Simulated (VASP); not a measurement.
# TiGa11As12 (a cell with a defect) in VASP: notebook

The runs below take TiGa11As12 (a cell with a defect) through single point, with PBEsol, HSE06.

All numbers are computed with VASP 6.6.1; they aren't measurements. Logs are shortened: lines on timing, memory, paths and dates and some standing lists are left out, and cuts for length are marked.

## 1. The crystal as given

The cell holds a defect, 24 atoms: a = 11.993 Å, b = 7.996 Å, c = 7.996 Å, α = 60.00°, β = 60.00°, γ = 60.00°.

## 2. Single point, PBEsol, collinear spin, ferromagnetic start

File INCAR:

```
SYSTEM = TiGa11As12
ALGO = Normal
EDIFF = 1E-5
ENCUT = 350
GGA = PS
ISIF = 2
ISMEAR = 0
ISPIN = 2
ISYM = 0
KPAR = 2
LASPH = .True.
LCHARG = .False.
LMAXMIX = 4
LORBIT = 11
LREAL = Auto
LWAVE = .False.
MAGMOM = 2 0 0 0 0 0 0 0 0 0 0 0 0 0 0 0 0 0 0 0 0 0 0 0
NELECT = 216.0
NELM = 120
NUPDOWN = 2
PREC = Accurate
SIGMA = 0.03
```

File KPOINTS:

```
k-points
0
Gamma
  2 2 2
  0 0 0
```

File POSCAR:

```
TiGa11As12                              
1.0
    0.0000000000      8.4805500000      8.4805500000
    5.6537000000      0.0000000000      5.6537000000
    5.6537000000      5.6537000000      0.0000000000
  Ti              Ga              As            
     1    11    12
Direct
     0.9926381835577227    0.0019685736489561    0.0024657738609093
     0.0028433883730136    0.0023238777615191    0.4966099647896349
     0.0027388380141165    0.4963320272198283    0.0044235712854804
     0.0025295375034617    0.4959625439634510    0.4981723206464916
     0.3284456989479638    0.0041527165362125    0.0060427803153396
     0.3343287589517888    0.0015961291448685    0.4963909686238455
     0.3342680452194948    0.4946320526550666    0.0035992306554386
     0.3305823969556592    0.5013591372230209    0.5033091869673131
     0.6683855160588784    0.9990594942755628    0.9997331489058238
     0.6612454487341647    0.0019918804279101    0.5058397162368349
     0.6614057662082203    0.5044557918217246    0.0035164998153767
     0.6668439088165393    0.5000835707673850    0.5013472121598026
     0.0827009848401704    0.1258364375254044    0.1262106578957913
     0.0867503277638514    0.1248869366637731    0.6192766258316094
     0.0867045807368016    0.6188488035308185    0.1270733670644161
     0.0807981982700602    0.6258613076320773    0.6279807620030016
     0.4215006156148377    0.1204626895245610    0.1221328521577745
     0.4123284799576489    0.1255153374985406    0.6317615023029876
     0.4124310180017434    0.6298589957658709    0.1275039892857689
     0.4166770313797328    0.6249077107797910    0.6268760166280057
     0.7354361736070519    0.1333719400290475    0.1346125856362556
     0.7518217198484120    0.1241651680634985    0.6247775058050848
     0.7517841745172710    0.6240241432501413    0.1253740983020872
     0.7503282081213986    0.6252457342909790    0.6268736628249143
```

Potentials or basis: VASP PAW PBE potentials, release 64 (Ti_sv, Ga_d, As).

Launch:

```
$ cat potpaw_PBE.64/Ti_sv/POTCAR potpaw_PBE.64/Ga_d/POTCAR potpaw_PBE.64/As/POTCAR > POTCAR
$ mpirun -np 4 vasp_std > vasp.out
```

OUTCAR:

```text
SYSTEM = TiGa11As12
   EDIFF = 1E-5
   ENCUT = 350
   GGA = PS
   ISIF = 2
   ISMEAR = 0
   ISPIN = 2
   ISYM = 0
   LASPH = .True.
   LORBIT = 11
   LREAL = Auto
   NELECT = 216.0
   NELM = 120
   NUPDOWN = 2
   PREC = Accurate

 ion  position               nearest neighbor table
   1  0.993  0.002  0.002-  13 2.50  15 2.50  14 2.50  21 2.52
   2  0.003  0.002  0.497-  13 2.42  14 2.42  22 2.46  16 2.46
   3  0.003  0.496  0.004-  13 2.42  15 2.42  23 2.46  16 2.46
   4  0.003  0.496  0.498-  14 2.42  15 2.42  16 2.46  24 2.47
   5  0.328  0.004  0.006-  13 2.41  17 2.43  18 2.44  19 2.44
   6  0.334  0.002  0.496-  14 2.42  17 2.44  18 2.46  20 2.46
[... 16 lines left out ...]
  23  0.752  0.624  0.125-   9 2.45  12 2.45   3 2.46  11 2.46
  24  0.750  0.625  0.627-  12 2.45  11 2.46  10 2.46   4 2.47

IMPORTANT INFORMATION: All symmetrisations will be switched off!
NOSYMM: (Re-)initialisation of all symmetry stuff for point group C_1.

----------------------------------------------------------------------------------------

                                     Primitive cell

  volume of cell :     542.1501

  direct lattice vectors                    reciprocal lattice vectors
     0.000000000  8.480550000  8.480550000    -0.058958440  0.058958440  0.058958440
     5.653700000  0.000000000  5.653700000     0.088437660 -0.088437660  0.088437660
     5.653700000  5.653700000  0.000000000     0.088437660  0.088437660 -0.088437660

  length of vectors
    11.993308826  7.995539218  7.995539218     0.102119014  0.153178521  0.153178521

  position of ions in fractional coordinates (direct lattice)
     0.992638184  0.001968574  0.002465774
     0.002843388  0.002323878  0.496609965
     0.002738838  0.496332027  0.004423571
     0.002529538  0.495962544  0.498172321
     0.328445699  0.004152717  0.006042780
     0.334328759  0.001596129  0.496390969
[... 16 lines left out ...]
     0.751784175  0.624024143  0.125374098
     0.750328208  0.625245734  0.626873663

  ion indices of the primitive-cell ions
   primitive index   ion index
                 1           1
                 2           2
                 3           3
                 4           4
                 5           5
                 6           6
[... 16 lines left out ...]
                23          23
                24          24

----------------------------------------------------------------------------------------

 KPOINTS: k-points

Automatic generation of k-mesh.
 Grid dimensions read from file:
 generate k-points for:    2    2    2

 Generating k-lattice:

  Cartesian coordinates                     Fractional coordinates (reciprocal lattice)
    -0.029479220  0.029479220  0.029479220     0.500000000  0.000000000  0.000000000
     0.044218830 -0.044218830  0.044218830     0.000000000  0.500000000  0.000000000
     0.044218830  0.044218830 -0.044218830     0.000000000  0.000000000  0.500000000

  Length of vectors
     0.051059507  0.076589260  0.076589260

  Shift w.r.t. Gamma in fractional coordinates (k-lattice)
     0.000000000  0.000000000  0.000000000

 Subroutine IBZKPT returns following result:
 ===========================================

 Found      8 irreducible k-points:

 Following reciprocal coordinates:
            Coordinates               Weight
  0.000000  0.000000  0.000000      1.000000
  0.500000  0.000000  0.000000      1.000000
  0.000000  0.500000  0.000000      1.000000
  0.000000  0.000000  0.500000      1.000000
  0.500000  0.000000  0.500000      1.000000
  0.500000  0.500000  0.000000      1.000000
  0.000000  0.500000  0.500000      1.000000
  0.500000  0.500000  0.500000      1.000000
   k-points           NKPTS =      8   k-points in BZ     NKDIM =      8   number of bands    NBANDS=    130
   number of dos      NEDOS =    301   number of ions     NIONS =     24
   total plane-waves  NPLWV = 200000
   dimension x,y,z NGX =    80 NGY =   50 NGZ =   50
   dimension x,y,z NGXF=   160 NGYF=  100 NGZF=  100
   ions per type =               1  11  12
   NGX,Y,Z   is equivalent  to a cutoff of  11.09, 10.40, 10.40 a.u.
   NGXF,Y,Z  is equivalent  to a cutoff of  22.18, 20.79, 20.79 a.u.
 SYSTEM =  TiGa11As12
   PREC   = accura    normal or accurate (medium, high low for compatibility)
   ISTART =      0    job   : 0-new  1-cont  2-samecut
   ICHARG =      2    charge: 1-file 2-atom 10-const
   ISPIN  =      2    spin polarized calculation?
   LNONCOLLINEAR =      F non collinear calculations
   LSORBIT =      F    spin-orbit coupling
   LASPH  =      T    aspherical Exc in radial PAW
   ENCUT  =  350.0 eV  25.72 Ry    5.07 a.u.  18.29 12.20 12.20*2*pi/ulx,y,z
   NELM   =    120;   NELMIN=  2; NELMDL= -5     # of ELM steps
   EDIFF  = 0.1E-04   stopping-criterion for ELM
   LREAL  =      T    real-space projection
   EDIFFG = 0.1E-03   stopping-criterion for IOM
   NSW    =      0    number of steps for IOM
   IBRION =     -1    ionic relax: 0-MD 1-quasi-New 2-CG
   NFREE  =      0    steps in history (QN), initial steepest desc. (CG)
   ISIF   =      2    stress and relaxation
   ISYM   =      0    0-nonsym 1-usesym 2-fastsym
   POTIM  = 0.5000    time-step for ionic-motion
   TEBEG  =    0.0;   TEEND  =   0.0 temperature during run
   PSTRESS=    0.0 pullay stress
   NELECT =     216.0000    total number of electrons
   NUPDOWN=       2.0000    fix difference up-down
   EMIN   =  10.00;   EMAX   =-10.00  energy-range for DOS
   EFERMI =   0.00;   METHOD = LEGACY
   ISMEAR =     0;   SIGMA  =   0.03  broadening in eV -4-tet -1-fermi 0-gaus
   EFERMI_NEDOS =   21; number of points for ismear=-14 and -15
   IALGO  =     38    algorithm
   IMIX   =      4    mixing-type and parameters
     AMIX     =   0.40;   BMIX     =  1.00
     AMIX_MAG =   1.60;   BMIX_MAG =  1.00
  volume/ion in A,a.u.               =      22.59       152.44
  Fermi-wavevector in a.u.,A,eV,Ry     =   1.204628  2.276417 19.743799  1.451128
  Thomas-Fermi vector in A             =   2.340347
   LORBIT       =     11    0 simple, 1 ext, 2 COOP (PROOUT), +10 PAW based schemes
   GGA     = PS    functional components
   LHFCALC =     F    Hartree Fock is set to
   AEXX    =    0.0000 exact exchange contribution
   IVDW    =     0    specifies the selected vdW correction
   LEPSILON=     F    determine dielectric tensor
   LRPA    =     F    only Hartree local field effects (RPA)
 spin polarized calculation
 Gauss-broadening in eV      SIGMA  =   0.03
  energy-cutoff  :      350.00
  volume of cell :      542.15
 maximum number of plane-waves:      8100
 NGX is ok and might be reduce to    80
   NGX = 37   NGY = 25   NGZ = 25

 number of electron     216.0000011 magnetization       2.0000000

 Free energy of the ion-electron system (eV)
  ---------------------------------------------------
  ext. energy  EPLUGINS =         0.00000000
  ---------------------------------------------------
  free energy    TOTEN  =      -107.68012393 eV

  energy without entropy =     -107.67577987  energy(sigma->0) =     -107.67795190

 E-fermi :   3.9402     XC(G=0):  -9.8107

 val. band max:        4.8437282109   @ k =   0.5000   0.5000   0.5000
 cond. band min:       4.4382206421   @ k =   0.0000   0.0000   0.0000
 fundamental gap:     -0.4055075689
 Fermi energy:         4.8620123849

 spin component 1

 k-point     1 :       0.0000    0.0000    0.0000
  band No.  band energies     occupation
      1     -52.5921      1.00000
      2     -29.0251      1.00000
      3     -29.0190      1.00000
      4     -29.0165      1.00000
      5     -11.0168      1.00000
      6     -11.0150      1.00000
[... 112 lines left out ...]
    119       5.7316      0.00000
    120       5.7790      0.00000

 k-point     2 :       0.5000    0.0000    0.0000
  band No.  band energies     occupation
      1     -52.5922      1.00000
      2     -29.0251      1.00000
      3     -29.0191      1.00000
      4     -29.0165      1.00000
      5     -11.0172      1.00000
      6     -11.0161      1.00000
[... 734 lines left out ...]
      3     -29.0191      1.00000
      4     -29.0165      1.00000
      5     -11.0092      1.00000
      6     -11.0075      1.00000
[... 112 lines left out ...]
    119       6.7069      0.00000
    120       7.0468      0.00000
 Fermi energy:         3.9402182115

 spin component 2

 k-point     1 :       0.0000    0.0000    0.0000
  band No.  band energies     occupation
      1     -51.6411      1.00000
      2     -28.0979      1.00000
      3     -28.0518      1.00000
      4     -28.0470      1.00000
      5     -11.0102      1.00000
      6     -11.0076      1.00000
[... 112 lines left out ...]
    119       5.9664      0.00000
    120       6.1034      0.00000

 k-point     2 :       0.5000    0.0000    0.0000
  band No.  band energies     occupation
      1     -51.6413      1.00000
      2     -28.0980      1.00000
      3     -28.0518      1.00000
      4     -28.0470      1.00000
      5     -11.0103      1.00000
      6     -11.0094      1.00000
[... 734 lines left out ...]
      3     -28.0519      1.00000
      4     -28.0470      1.00000
      5     -11.0022      1.00000
      6     -11.0010      1.00000
[... 112 lines left out ...]
    119       6.7750      0.00000
    120       7.2027      0.00000
 [bands above 120 left out]

------------------------ aborting loop because EDIFF is reached ----------------------------------------

  FORCE on cell =-STRESS in cart. coord.  units (eV):
  Direction    XX          YY          ZZ          XY          YZ          ZX
  --------------------------------------------------------------------------------------
  -------------------------------------------------------------------------------------
  Total       13.6871849     13.6940703     13.7373750      1.1347256     -0.5872320      1.1340752
  in kB       40.4487573     40.4691051     40.5970804      3.3533734     -1.7354047      3.3514511
  external PRESSURE =      40.5049809 kB  Pullay stress =       0.0000000 kB

 VOLUME and BASIS-vectors are now :
 -----------------------------------------------------------------------------
  energy-cutoff  :      350.00
  volume of cell :      542.15
      direct lattice vectors                 reciprocal lattice vectors
     0.000000000  8.480550000  8.480550000    -0.058958440  0.058958440  0.058958440
     5.653700000  0.000000000  5.653700000     0.088437660 -0.088437660  0.088437660
     5.653700000  5.653700000  0.000000000     0.088437660  0.088437660 -0.088437660

 POSITION                                       TOTAL-FORCE (eV/Angst)
 -----------------------------------------------------------------------------------
      0.02507      8.43206      8.42925         0.077741     -0.055434     -0.056356
      2.82082      2.83180      0.03725         0.022299      0.010512     -0.181188
      2.83112      0.04824      2.82934         0.015720     -0.176575      0.007579
      5.62054      2.83797      2.82548         0.222889     -0.003867     -0.004384
      0.05764      2.81956      2.80888        -0.131441      0.044457      0.044097
      2.81547      5.64174      2.84432        -0.026608      0.123532      0.018691
[... 16 lines left out ...]
      4.23687      7.08437      9.90359         0.020807      0.006692     -0.050993
      7.07911      9.90735      9.89815        -0.026688     -0.036463     -0.031020
 -----------------------------------------------------------------------------------
    total drift:                                0.005498      0.000359      0.001368

  FREE ENERGIE OF THE ION-ELECTRON SYSTEM (eV)
  ---------------------------------------------------
  free  energy   TOTEN  =      -107.6801239273 eV

  energy  without entropy=     -107.6757798748  energy(sigma->0) =     -107.67795190

 total charge

# of ion       s       p       d       tot
------------------------------------------
    1        2.195   6.099   2.000  10.293
    2        0.899   0.816   9.996  11.711
    3        0.899   0.816   9.996  11.711
    4        0.898   0.809   9.996  11.702
    5        0.890   0.833   9.999  11.722
    6        0.894   0.812   9.995  11.701
[... 16 lines left out ...]
   23        1.213   1.604   0.031   2.849
   24        1.212   1.601   0.031   2.844
--------------------------------------------------
tot         26.560  34.506 112.350 173.416

 magnetization (x)

# of ion       s       p       d       tot
------------------------------------------
    1        0.013   0.011   0.990   1.014
    2        0.027   0.006   0.000   0.033
    3        0.027   0.006   0.000   0.033
    4        0.027   0.005   0.001   0.032
    5        0.014   0.005   0.001   0.021
    6        0.024   0.004   0.001   0.029
[... 16 lines left out ...]
   23        0.009   0.004   0.001   0.015
   24        0.007   0.003   0.001   0.012
--------------------------------------------------
tot          0.307   0.017   1.038   1.362
```

Run time: 5.1 min. Hardware: 4 MPI ranks of Intel Xeon 6975P-C (Granite Rapids), shared host; peak memory 0.54 GiB.

Results:

```
Free energy                                           : -107.6801 eV
Largest force                                         : 0.468 eV/Å
Net moment                                            : 2.00 μB per cell
Site moments                                          : Ti +1.01; Ga +0.03, +0.02, +0.01; As -0.01, +0.02, +0.01, -0.00 μB
Valence electrons inside the program's atomic spheres : Ti 10.29; Ga 11.71, 11.70, 11.72, 11.69; As 2.89, 2.85, 2.87, 2.90, 2.84
```

Forces in eV/Å, atoms in the order of the input:
```
Ti   0.078 -0.055 -0.056
Ga   0.022  0.011 -0.181
Ga   0.016 -0.177  0.008
Ga   0.223 -0.004 -0.004
Ga  -0.131  0.044  0.044
Ga  -0.027  0.124  0.019
Ga  -0.026  0.019  0.128
Ga   0.024  0.016  0.014
Ga  -0.154  0.013  0.007
Ga   0.029  0.140 -0.013
Ga   0.035 -0.017  0.139
Ga  -0.001  0.021  0.021
As  -0.304 -0.251 -0.252
As   0.216  0.307 -0.250
As   0.206 -0.255  0.301
As  -0.051  0.020  0.030
As   0.072 -0.039 -0.040
As   0.000 -0.050 -0.004
As  -0.001 -0.009 -0.046
As  -0.010 -0.026 -0.025
As  -0.227  0.245  0.241
As   0.017 -0.048  0.004
As   0.021  0.007 -0.051
As  -0.027 -0.036 -0.031
```

Caveat: the k mesh is coarse (spacing up to 0.48 Å⁻¹), so the values aren't converged; the cell is charged against a uniform background, so pressure and absolute levels hang on convention; the cutoff is under 1.25 times the usual one of these potentials, so pressure, stress and relaxed cells hold a basis-set (Pulay) error; the PAW data sets were made with another functional, which shifts forces and pressure a little; the total moment is fixed, so each spin has its own Fermi level.

## 3. Single point, HSE06, collinear spin, ferromagnetic start

POSCAR is that of step 2.

File INCAR.step1:

```
SYSTEM = TiGa11As12
ALGO = Normal
EDIFF = 1E-5
ENCUT = 350
GGA = PE
ISIF = 2
ISMEAR = 0
ISPIN = 2
ISYM = -1
KPAR = 2
LASPH = .True.
LCHARG = .False.
LMAXMIX = 4
LORBIT = 11
LREAL = Auto
LWAVE = .True.
MAGMOM = 2 0 0 0 0 0 0 0 0 0 0 0 0 0 0 0 0 0 0 0 0 0 0 0
NELECT = 216.0
NELM = 70
NKRED = 2
NUPDOWN = 2
PREC = Accurate
SIGMA = 0.03
TIME = 0.4
```

File INCAR.step2:

```
SYSTEM = TiGa11As12
ALGO = Damped
EDIFF = 1E-4
ENCUT = 350
GGA = PE
HFSCREEN = 0.2
ISIF = 2
ISMEAR = 0
ISPIN = 2
ISTART = 1
ISYM = -1
KPAR = 2
LASPH = .True.
LCHARG = .False.
LHFCALC = .True.
LMAXMIX = 4
LORBIT = 11
LREAL = Auto
LWAVE = .False.
MAGMOM = 2 0 0 0 0 0 0 0 0 0 0 0 0 0 0 0 0 0 0 0 0 0 0 0
NELECT = 216.0
NELM = 70
NKRED = 2
NUPDOWN = 2
PREC = Accurate
PRECFOCK = Fast
SIGMA = 0.03
TIME = 0.4
```

KPOINTS is that of step 2.

Potentials or basis: VASP PAW PBE potentials, release 64 (Ti_sv, Ga_d, As).

Launch:

```
$ cat potpaw_PBE.64/Ti_sv/POTCAR potpaw_PBE.64/Ga_d/POTCAR potpaw_PBE.64/As/POTCAR > POTCAR
$ cp INCAR.step1 INCAR
$ mpirun -np 4 vasp_std > vasp.out
$ cp INCAR.step2 INCAR
$ mpirun -np 4 vasp_std > vasp.out
```

Run time: 37 min. Hardware: 4 MPI ranks of Intel Xeon 6975P-C (Granite Rapids), shared host; peak memory 1.1 GiB.

It converged, with:

```
Free energy                                           : -120.7496 eV
Largest force                                         : 0.122 eV/Å
Net moment                                            : 2.00 μB per cell
Site moments                                          : Ti +1.25; Ga +0.03, +0.02, +0.01; As -0.01, +0.01 μB
Valence electrons inside the program's atomic spheres : Ti 10.27; Ga 11.68, 11.67, 11.69, 11.66; As 2.96, 2.91, 2.93, 2.92, 2.90
```

Forces on the atoms (eV/Å):
```
Ti   0.006  0.028  0.029
Ga   0.015  0.024 -0.036
Ga   0.007 -0.032  0.020
Ga   0.077  0.016  0.017
Ga  -0.080  0.005  0.005
Ga   0.010  0.069 -0.005
Ga   0.012 -0.004  0.075
Ga   0.006  0.022  0.019
Ga  -0.072  0.010  0.002
Ga   0.021  0.070 -0.005
Ga   0.028 -0.009  0.068
Ga   0.008  0.010  0.010
As  -0.078 -0.065 -0.067
As   0.032  0.063 -0.067
As   0.021 -0.072  0.053
As  -0.038  0.002  0.013
As   0.060 -0.055 -0.056
As  -0.002 -0.031 -0.003
As  -0.003 -0.010 -0.027
As  -0.013 -0.022 -0.019
As  -0.061  0.044  0.038
As   0.026 -0.019 -0.021
As   0.030 -0.017 -0.022
As  -0.012 -0.027 -0.021
```

Caveat: the k mesh is coarse (spacing up to 0.48 Å⁻¹), so the values aren't converged, least of all with exact exchange; the cell is charged against a uniform background, so pressure and absolute levels hang on convention; the cutoff is under 1.25 times the usual one of these potentials, so pressure, stress and relaxed cells hold a basis-set (Pulay) error; the PAW data sets were made with another functional, which shifts forces and pressure a little; the total moment is fixed, so each spin has its own Fermi level.
